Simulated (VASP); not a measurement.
```yaml
crystal:
  lattice:
    - [1.58406, -2.74367, 0.00000]
    - [1.58406, 2.74367, 0.00000]
    - [0.00000, 0.00000, 12.40951]
  atoms:
    - { symbol: W, position: [0.33333, 0.66667, 0.25000] }
    - { symbol: W, position: [0.66667, 0.33333, 0.75000] }
    - { symbol: S, position: [0.33333, 0.66667, 0.87720] }
    - { symbol: S, position: [0.66667, 0.33333, 0.37720] }
    - { symbol: S, position: [0.66667, 0.33333, 0.12280] }
    - { symbol: S, position: [0.33333, 0.66667, 0.62280] }
```

These are optB86b-vdW, VASP's PBE PAW potentials (set 64) (plane waves; VASP) values and carry that method's errors. Run with 520 eV cut-off, 9×9×2 Γ-centred mesh, tetrahedra with Blöchl corrections, potentials W_sv S.

Estimate the energy per atom (σ→0).

```yaml
energy per atom (σ→0): -6.007 eV/atom
```

The absolute energy has meaning only against runs of the same code, potentials and settings.

The compound is WS2 in the 2H layered structure. It was relaxed first.
